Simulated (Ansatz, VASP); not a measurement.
# Cross-check of Ta3W7 between VASP and Ansatz, part 2 of 2

One calculation is typed for both programs; each brings its own data sets and cutoff. How far apart do they land?

VASP 6.6.1 and Ansatz 0.2.0.

So far: The structure; Ansatz: single point, LDA.

## (3) VASP: single point, LDA

Level of this step: LDA; plane waves and PAW (Ta_pv, W) (VASP).

The same cell, functional (in two slightly different forms), mesh and smearing now go to VASP, with its own data sets and cutoff.

Lines of VASP's logs that name or quote its potential files are left out, and so is its time.

INCAR reads:

```
SYSTEM = Ta3W7
PREC = Normal
ENCUT = 330
EDIFF = 1E-05
NELM = 120
ISMEAR = 0
SIGMA = 0.1
LREAL = Auto
ALGO = Fast
GGA = CA
NBANDS = 95
LASPH = .TRUE.
LORBIT = 11
LWAVE = .FALSE.
LCHARG = .FALSE.
NCORE = 8
ICORELEVEL = 1
ISIF = 0
LVHAR = .TRUE.
```

POSCAR reads:

```
Ta3W7
1.0
    6.3400000000      0.0000000000      0.0000000000
    0.0000000000      6.3400000000      0.0000000000
    0.0000000000      0.0000000000     20.3400000000
Ta W
6 14
Direct
    0.0000000000      0.0000000000      0.6498169659
    0.5000000000      0.0000000000      0.6518447268
    0.0000000000      0.5000000000      0.6518447268
    0.0000000000      0.0000000000      0.3501830341
    0.5000000000      0.0000000000      0.3481552732
    0.0000000000      0.5000000000      0.3481552732
    0.5000000000      0.5000000000      0.6433424314
    0.2501456293      0.2501456293      0.5773286922
    0.7498543707      0.2501456293      0.5773286922
    0.2501456293      0.7498543707      0.5773286922
    0.7498543707      0.7498543707      0.5773286922
    0.0000000000      0.0000000000      0.5000000000
    0.5000000000      0.0000000000      0.5000000000
    0.0000000000      0.5000000000      0.5000000000
    0.5000000000      0.5000000000      0.5000000000
    0.2501456293      0.2501456293      0.4226713078
    0.7498543707      0.2501456293      0.4226713078
    0.2501456293      0.7498543707      0.4226713078
    0.7498543707      0.7498543707      0.4226713078
    0.5000000000      0.5000000000      0.3566575686
```

KPOINTS reads:

```
Automatic mesh
0
Gamma
3 3 1
0 0 0
```

Potentials, in the order of the species: Ta_pv and W (PBE family, release 64).

Command:

```bash
$ mpirun -np 8 vasp_std
```

Numbers of over 12 decimals in the logs are rounded to 6 here.

The program printed:

```text
[banner, memory and clock lines left out]
running    8 mpi-ranks, on    1 nodes
 distrk:  each k-point on    8 cores,    1 groups
 distr:  one band on    8 cores,    1 groups

 POSCAR found type information on POSCAR TaW
 POSCAR found :  2 types and      20 ions
|                                                                             |
|           W    W    AA    RRRRR   N    N  II  N    N   GGGG   !!!           |
|           W    W   A  A   R    R  NN   N  II  NN   N  G    G  !!!           |
|           W    W  A    A  R    R  N N  N  II  N N  N  G       !!!           |
|           W WW W  AAAAAA  RRRRR   N  N N  II  N  N N  G  GGG   !            |
|           WW  WW  A    A  R   R   N   NN  II  N   NN  G    G                |
|           W    W  A    A  R    R  N    N  II  N    N   GGGG   !!!           |
|                                                                             |
|     For optimal performance we recommend to set                             |
|       NCORE = 2 up to number-of-cores-per-socket                            |
|     NCORE specifies how many cores store one orbital (NPAR=cpu/NCORE).      |
|     This setting can greatly improve the performance of VASP for DFT.       |
|     The default, NCORE=1 might be grossly inefficient on modern             |
|     multi-core architectures or massively parallel machines. Do your        |
|     Unfortunately you need to use the default for GW and RPA                |
|     calculations (for HF NCORE is supported but not extensively tested      |
|     yet).                                                                   |
|                                                                             |

|                                                                             |
|               ----> ADVICE to this user running VASP <----                  |
|                                                                             |
|     You enforced a specific xc type in the INCAR file but a different       |
|     [... a line on the potential file left out ...]
|     I HOPE YOU KNOW WHAT YOU ARE DOING!                                     |
|                                                                             |

 LDA part: xc-table for (Slater(with rela. corr.)+CA(PZ))
 , standard interpolation
 POSCAR, INCAR and KPOINTS ok, starting setup
 FFT: planning ... GRIDC
 FFT: planning ... GRID_SOFT
 FFT: planning ... GRID
 WAVECAR not read
 entering main loop
       N       E                     dE             d eps       ncg     rms          rms(c)
DAV:   1     0.694696404532E+03    0.69470E+03   -0.57446E+04   698   0.935E+02
DAV:   2    -0.204762529920E+03   -0.89946E+03   -0.86011E+03   709   0.273E+02
DAV:   3    -0.276256901902E+03   -0.71494E+02   -0.69199E+02   764   0.681E+01
DAV:   4    -0.280981769608E+03   -0.47249E+01   -0.46241E+01   884   0.146E+01
DAV:   5    -0.281146951828E+03   -0.16518E+00   -0.16243E+00   852   0.272E+00    0.935E+01
RMM:   6    -0.266868879174E+03    0.14278E+02   -0.10558E+02   789   0.191E+01    0.487E+01
RMM:   7    -0.276948482082E+03   -0.10080E+02   -0.11599E+02   830   0.208E+01    0.180E+01
RMM:   8    -0.257701148851E+03    0.19247E+02   -0.36550E+01   660   0.144E+01    0.769E+00
RMM:   9    -0.258957011426E+03   -0.12559E+01   -0.15746E+01   863   0.694E+00    0.365E+00
RMM:  10    -0.258873617745E+03    0.83394E-01   -0.16723E+00   837   0.248E+00    0.332E+00
RMM:  11    -0.258702357547E+03    0.17126E+00   -0.48756E-01   790   0.140E+00    0.313E+00
RMM:  12    -0.258807009172E+03   -0.10465E+00   -0.14482E+00   897   0.184E+00    0.188E+00
RMM:  13    -0.258739504496E+03    0.67505E-01   -0.14159E-01   722   0.987E-01    0.130E+00
RMM:  14    -0.258712343511E+03    0.27161E-01   -0.60959E-02   796   0.528E-01    0.957E-01
[...]
RMM:  21    -0.258685214512E+03   -0.69960E-04   -0.42922E-04   649   0.194E-02    0.154E-02
RMM:  22    -0.258685332090E+03   -0.11758E-03   -0.36595E-04   671   0.189E-02    0.173E-02
RMM:  23    -0.258685376911E+03   -0.44821E-04   -0.12293E-04   509   0.115E-02    0.105E-02
RMM:  24    -0.258685431154E+03   -0.54243E-04   -0.14736E-04   612   0.129E-02    0.308E-03
RMM:  25    -0.258685535484E+03   -0.10433E-03   -0.45110E-05   488   0.950E-03    0.664E-03
RMM:  26    -0.258685563413E+03   -0.27929E-04   -0.27958E-05   449   0.697E-03    0.326E-03
RMM:  27    -0.258685573979E+03   -0.10566E-04   -0.11055E-05   325   0.337E-03    0.229E-03
RMM:  28    -0.258685581326E+03   -0.73469E-05   -0.12491E-05   431   0.574E-03
   1 F= -.25868558E+03 E0= -.25862987E+03  d E =-.111419E+00
```

Parts of OUTCAR (step 3):

```text
ion  position               nearest neighbor table
   1  0.000  0.000  0.650-   8 2.68   9 2.68  10 2.68  11 2.68  12 3.05   3 3.17   2 3.17   3 3.17
                             2 3.17
   2  0.500  0.000  0.652-   8 2.71   9 2.71  10 2.71  11 2.71  13 3.09   1 3.17   1 3.17   7 3.17
                             7 3.17
   3  0.000  0.500  0.652-   8 2.71   9 2.71  10 2.71  11 2.71  14 3.09   1 3.17   1 3.17   7 3.17
                             7 3.17
   4  0.000  0.000  0.350-  16 2.68  17 2.68  18 2.68  19 2.68  12 3.05   6 3.17   5 3.17   6 3.17
                             5 3.17
   5  0.500  0.000  0.348-  16 2.71  17 2.71  18 2.71  19 2.71  13 3.09   4 3.17   4 3.17  20 3.17
                            20 3.17
   6  0.000  0.500  0.348-  16 2.71  17 2.71  18 2.71  19 2.71  14 3.09   4 3.17   4 3.17  20 3.17
                            20 3.17
   7  0.500  0.500  0.643-   8 2.61   9 2.61  10 2.61  11 2.61  15 2.92   3 3.17   2 3.17   2 3.17
                             3 3.17
   8  0.250  0.250  0.577-   7 2.61   1 2.68   3 2.71   2 2.71  15 2.74  14 2.74  13 2.74  12 2.74
                            16 3.15  10 3.17   9 3.17  10 3.17   9 3.17
   9  0.750  0.250  0.577-   7 2.61   1 2.68   3 2.71   2 2.71  15 2.74  14 2.74  13 2.74  12 2.74
                            17 3.15  11 3.17   8 3.17   8 3.17  11 3.17
  10  0.250  0.750  0.577-   7 2.61   1 2.68   3 2.71   2 2.71  15 2.74  14 2.74  13 2.74  12 2.74
                            18 3.15  11 3.17   8 3.17   8 3.17  11 3.17
  11  0.750  0.750  0.577-   7 2.61   1 2.68   3 2.71   2 2.71  15 2.74  14 2.74  13 2.74  12 2.74
                            19 3.15  10 3.17   9 3.17   9 3.17  10 3.17
  12  0.000  0.000  0.500-   8 2.74   9 2.74  10 2.74  11 2.74  16 2.74  17 2.74  18 2.74  19 2.74
                             1 3.05   4 3.05  13 3.17  14 3.17  14 3.17  13 3.17
  13  0.500  0.000  0.500-   8 2.74   9 2.74  10 2.74  11 2.74  16 2.74  17 2.74  18 2.74  19 2.74
                             2 3.09   5 3.09  12 3.17  15 3.17  15 3.17  12 3.17
  14  0.000  0.500  0.500-   8 2.74   9 2.74  10 2.74  11 2.74  16 2.74  17 2.74  18 2.74  19 2.74
                             3 3.09   6 3.09  12 3.17  15 3.17  12 3.17  15 3.17
  15  0.500  0.500  0.500-   8 2.74   9 2.74  10 2.74  11 2.74  16 2.74  17 2.74  18 2.74  19 2.74
                             7 2.92  20 2.92  14 3.17  13 3.17  13 3.17  14 3.17
  16  0.250  0.250  0.423-  20 2.61   4 2.68   6 2.71   5 2.71  15 2.74  13 2.74  14 2.74  12 2.74
                             8 3.15  18 3.17  17 3.17  18 3.17  17 3.17
  17  0.750  0.250  0.423-  20 2.61   4 2.68   6 2.71   5 2.71  15 2.74  13 2.74  14 2.74  12 2.74
                             9 3.15  19 3.17  16 3.17  16 3.17  19 3.17
  18  0.250  0.750  0.423-  20 2.61   4 2.68   6 2.71   5 2.71  15 2.74  13 2.74  14 2.74  12 2.74
                            10 3.15  19 3.17  16 3.17  16 3.17  19 3.17
  19  0.750  0.750  0.423-  20 2.61   4 2.68   6 2.71   5 2.71  15 2.74  13 2.74  14 2.74  12 2.74
                            11 3.15  18 3.17  17 3.17  17 3.17  18 3.17
  20  0.500  0.500  0.357-  16 2.61  17 2.61  18 2.61  19 2.61  15 2.92   6 3.17   5 3.17   5 3.17
                             6 3.17

  LATTYP: Found a simple tetragonal cell.
 ALAT       =     6.3400000000
 C/A-ratio  =     3.2082018927

 Subroutine GETGRP returns: Found 16 space group operations
 (whereof 16 operations were pure point group operations)

The static configuration has the point symmetry D_4h.

 Found      3 irreducible k-points:

   k-points           NKPTS =      3   k-points in BZ     NKDIM =      3   number of bands    NBANDS=     95

   dimension x,y,z NGX =    28 NGY =   28 NGZ =   90
   dimension x,y,z NGXF=    56 NGYF=   56 NGZF=  180

   ENCUT  =  330.0 eV  24.25 Ry    4.92 a.u.   9.39  9.39 30.13*2*pi/ulx,y,z

   NELECT =     150.0000    total number of electrons

 k-points in reciprocal lattice and weights: Automatic mesh
   0.00000000  0.00000000  0.00000000       0.111
   0.33333333  0.00000000  0.00000000       0.444
   0.33333333  0.33333333  0.00000000       0.444

 the core state eigenenergies are
   1-  1s -67337.6418  2s -11563.3429  2p -10130.5241  3s  -2644.8423  3p  -2218.8849
       3d  -1722.6207  4s   -534.8621  4p   -395.1744  4d   -216.5574  4f    -19.1761
       5s    -67.3177
   2-  1s -67337.8530  2s -11563.5474  2p -10130.7293  3s  -2645.0377  3p  -2219.0802
       3d  -1722.8172  4s   -535.0432  4p   -395.3540  4d   -216.7351  4f    -19.3463
       5s    -67.4593
   3-  1s -67337.8530  2s -11563.5474  2p -10130.7293  3s  -2645.0377  3p  -2219.0802
       3d  -1722.8172  4s   -535.0432  4p   -395.3540  4d   -216.7351  4f    -19.3463
       5s    -67.4593
   4-  1s -67337.6418  2s -11563.3429  2p -10130.5241  3s  -2644.8423  3p  -2218.8849
       3d  -1722.6207  4s   -534.8621  4p   -395.1744  4d   -216.5574  4f    -19.1761
       5s    -67.3177
   5-  1s -67337.8530  2s -11563.5474  2p -10130.7293  3s  -2645.0377  3p  -2219.0802
       3d  -1722.8172  4s   -535.0432  4p   -395.3540  4d   -216.7351  4f    -19.3463
       5s    -67.4593
   6-  1s -67337.8530  2s -11563.5474  2p -10130.7293  3s  -2645.0377  3p  -2219.0802
       3d  -1722.8172  4s   -535.0432  4p   -395.3540  4d   -216.7351  4f    -19.3463
       5s    -67.4593
   7-  1s -69461.8998  2s -11982.6733  2p -10476.2654  3s  -2755.4004  3p  -2309.5126
       3d  -1797.4693  4s   -563.8962  4p   -417.6807  4d   -232.5575  4f    -27.4520
       5s    -73.1469  5p    -37.3931
   8-  1s -69461.6284  2s -11982.4561  2p -10476.0435  3s  -2755.2029  3p  -2309.3148
       3d  -1797.2718  4s   -563.7287  4p   -417.5166  4d   -232.3985  4f    -27.3069
       5s    -73.0637  5p    -37.3438
   9-  1s -69461.6284  2s -11982.4561  2p -10476.0435  3s  -2755.2029  3p  -2309.3148
       3d  -1797.2718  4s   -563.7287  4p   -417.5166  4d   -232.3985  4f    -27.3069
       5s    -73.0637  5p    -37.3438
  10-  1s -69461.6284  2s -11982.4561  2p -10476.0435  3s  -2755.2029  3p  -2309.3148
       3d  -1797.2718  4s   -563.7287  4p   -417.5166  4d   -232.3985  4f    -27.3069
       5s    -73.0637  5p    -37.3438
  11-  1s -69461.6284  2s -11982.4561  2p -10476.0435  3s  -2755.2029  3p  -2309.3148
       3d  -1797.2718  4s   -563.7287  4p   -417.5166  4d   -232.3985  4f    -27.3069
       5s    -73.0637  5p    -37.3438
  12-  1s -69462.2821  2s -11983.1025  2p -10476.6914  3s  -2755.8178  3p  -2309.9296
       3d  -1797.8915  4s   -564.2962  4p   -418.0791  4d   -232.9554  4f    -27.8441
       5s    -73.5066  5p    -37.7289
  13-  1s -69462.2738  2s -11983.0930  2p -10476.6818  3s  -2755.8085  3p  -2309.9203
       3d  -1797.8821  4s   -564.2868  4p   -418.0697  4d   -232.9459  4f    -27.8346
       5s    -73.4972  5p    -37.7202
  14-  1s -69462.2738  2s -11983.0930  2p -10476.6818  3s  -2755.8085  3p  -2309.9203
       3d  -1797.8821  4s   -564.2868  4p   -418.0697  4d   -232.9459  4f    -27.8346
       5s    -73.4972  5p    -37.7202
  15-  1s -69462.2612  2s -11983.0842  2p -10476.6725  3s  -2755.8049  3p  -2309.9168
       3d  -1797.8779  4s   -564.2911  4p   -418.0749  4d   -232.9521  4f    -27.8441
       5s    -73.5221  5p    -37.7536
  16-  1s -69461.6284  2s -11982.4561  2p -10476.0435  3s  -2755.2029  3p  -2309.3148
       3d  -1797.2718  4s   -563.7287  4p   -417.5166  4d   -232.3985  4f    -27.3069
       5s    -73.0637  5p    -37.3438
  17-  1s -69461.6284  2s -11982.4561  2p -10476.0435  3s  -2755.2029  3p  -2309.3148
       3d  -1797.2718  4s   -563.7287  4p   -417.5166  4d   -232.3985  4f    -27.3069
       5s    -73.0637  5p    -37.3438
  18-  1s -69461.6284  2s -11982.4561  2p -10476.0435  3s  -2755.2029  3p  -2309.3148
       3d  -1797.2718  4s   -563.7287  4p   -417.5166  4d   -232.3985  4f    -27.3069
       5s    -73.0637  5p    -37.3438
  19-  1s -69461.6284  2s -11982.4561  2p -10476.0435  3s  -2755.2029  3p  -2309.3148
[...]
3d  -1797.4693  4s   -563.8962  4p   -417.6807  4d   -232.5575  4f    -27.4520
       5s    -73.1469  5p    -37.3931

 E-fermi :   0.4933

 k-point     1 :       0.0000    0.0000    0.0000
  band No.  band energies     occupation
    ...
     69      -0.0818      2.00000
     70      -0.0818      2.00000
     71       0.0667      2.00000
     72       0.2160      1.99991
     73       0.5232      0.67303
     74       0.5496      0.42597
     75       0.5496      0.42597
     76       0.6049      0.11443
     77       0.7548      0.00022
     78       0.7548      0.00022
    ...

 k-point     2 :       0.3333    0.0000    0.0000
  band No.  band energies     occupation
    ...
     70      -0.2446      2.00000
     71      -0.0828      2.00000
     72      -0.0731      2.00000
     73       0.1157      2.00000
     74       0.2861      1.99662
     75       0.5680      0.29076
     76       0.6575      0.02025
     77       0.7248      0.00106
     78       0.8088      0.00001
     79       0.8730      0.00000
    ...

 k-point     3 :       0.3333    0.3333    0.0000
  band No.  band energies     occupation
    ...
     73       0.2562      1.99920
     74       0.2644      1.99879
     75       0.4040      1.79368
     76       0.4393      1.55530
     77       0.4921      1.01424
     78       0.5619      0.33234
     79       0.6448      0.03213
     80       0.6488      0.02793
     81       0.6655      0.01487
     82       0.6687      0.01310
    ...

  energy-cutoff  :      330.00
  volume of cell :      817.58
      direct lattice vectors                 reciprocal lattice vectors
     6.340000000  0.000000000  0.000000000     0.157728707  0.000000000  0.000000000
     0.000000000  6.340000000  0.000000000     0.000000000  0.157728707  0.000000000
     0.000000000  0.000000000 20.340000000     0.000000000  0.000000000  0.049164208

 POSITION                                       TOTAL-FORCE (eV/Angst)
 -----------------------------------------------------------------------------------
      0.00000      0.00000     13.21728         0.000000     -0.000000      0.017256
      3.17000      0.00000     13.25852         0.000000      0.000000     -0.051954
      0.00000      3.17000     13.25852         0.000000     -0.000000     -0.051954
      0.00000      0.00000      7.12272         0.000000      0.000000     -0.017256
      3.17000      0.00000      7.08148         0.000000      0.000000      0.051954
      0.00000      3.17000      7.08148        -0.000000     -0.000000      0.051954
      3.17000      3.17000     13.08559         0.000000     -0.000000     -0.026605
      1.58592      1.58592     11.74287         0.009116      0.009116     -0.007741
      4.75408      1.58592     11.74287        -0.009116      0.009116     -0.007741
      1.58592      4.75408     11.74287         0.009116     -0.009116     -0.007741
      4.75408      4.75408     11.74287        -0.009116     -0.009116     -0.007741
      0.00000      0.00000     10.17000         0.000000     -0.000000      0.000000
      3.17000      0.00000     10.17000         0.000000     -0.000000      0.000000
      0.00000      3.17000     10.17000         0.000000     -0.000000      0.000000
      3.17000      3.17000     10.17000         0.000000     -0.000000      0.000000
      1.58592      1.58592      8.59713         0.009116      0.009116      0.007741
      4.75408      1.58592      8.59713        -0.009116      0.009116      0.007741
      1.58592      4.75408      8.59713         0.009116     -0.009116      0.007741
      4.75408      4.75408      8.59713        -0.009116     -0.009116      0.007741
      3.17000      3.17000      7.25441         0.000000      0.000000      0.026605
 -----------------------------------------------------------------------------------
    total drift:                                0.000000     -0.000000     -0.000000

  FREE ENERGIE OF THE ION-ELECTRON SYSTEM (eV)
  ---------------------------------------------------
  free  energy   TOTEN  =      -258.6855813258 eV

  energy  without entropy=     -258.5741626537  energy(sigma->0) =     -258.62987199

 total charge
# of ion       s       p       d       tot
------------------------------------------
    1        0.386   6.104   2.433   8.923
    2        0.375   6.093   2.408   8.876
    3        0.375   6.093   2.408   8.876
    4        0.386   6.104   2.433   8.923
    5        0.375   6.093   2.408   8.876
    6        0.375   6.093   2.408   8.876
    7        0.681   0.447   4.297   5.425
    8        0.697   0.673   4.415   5.785
    9        0.697   0.673   4.415   5.785
   10        0.697   0.673   4.415   5.785
   11        0.697   0.673   4.415   5.785
   12        0.681   0.685   4.275   5.641
   13        0.666   0.691   4.282   5.639
   14        0.666   0.691   4.282   5.639
   15        0.665   0.704   4.301   5.671
   16        0.697   0.673   4.415   5.785
   17        0.697   0.673   4.415   5.785
   18        0.697   0.673   4.415   5.785
   19        0.697   0.673   4.415   5.785
   20        0.681   0.447   4.297   5.425
--------------------------------------------------
tot         11.891  45.630  75.550 133.071
```

These are scalar-relativistic Kohn-Sham levels of the ground state, with no core hole, so they are not binding energies. The PAW data sets were made with PBE, though LDA sets exist; this is a small mismatch. The data set W keeps the semicore shell frozen, which is cheaper and a little less accurate.

## (4) Differences

Known differences besides the potentials themselves: the two LDA forms differ slightly; the data sets hold 274 valence electrons in Ansatz (default PAW (the set named soft_2) files) and 150 in VASP; the cutoff is 420 eV in Ansatz and 330 eV in VASP (PREC = Normal, projectors in real space); Ansatz makes its cores anew for this functional, VASP keeps those of its PBE data sets; VASP's log shows a relativistic correction to its local exchange, Ansatz's none. Total energies have different zeros and are not compared.

At this near-relaxed geometry the largest component of a force difference is 95 meV/Å.

## (5) What the set-up changes

Further runs change the set-up of one program: Ansatz's method, potentials or start, or VASP's data sets, cutoff or form of LDA. The table gives Ansatz less VASP for each quantity, since a change that brings one quantity closer may part another.

| run | r.m.s. force difference (meV/Å) |
| --- | --- |
| as above | 45 |
| cores kept as stored | 45 |
| norm-conserving potentials (cutoff 952 eV) | 73 |

## (6) Results

```
r.m.s. force difference (single point, LDA) : 45 meV/Å
```

**Reading.** The r.m.s. force difference is 45 meV/Å (single point, LDA), beyond the 12 meV/Å picked in this series as the mark of a large difference. Single point, LDA, norm-conserving potentials (cutoff 952 eV): r.m.s. force difference goes from 45 to 73 meV/Å. 1 further run of this series is not shown here. How closely two codes agree says nothing of how well the functional describes the real material.

[Lines on the potential files, build, host, timing and source positions are cut from VASP's logs without a mark.]

[Logs are printed without paths, hosts, clocks, repeated set-up lines and the standing remarks that a program may print on its own settings, such as how far it seeks lower states.]

[Hosts, paths, dates, database ids (printed as entryN), source tags and the programs' standing remarks are cut or masked in the printed files.]

[VASP's PBE data sets in a run with another functional are called a small mismatch above; for pressures it isn't always small: they can move by 1 GPa and more.]
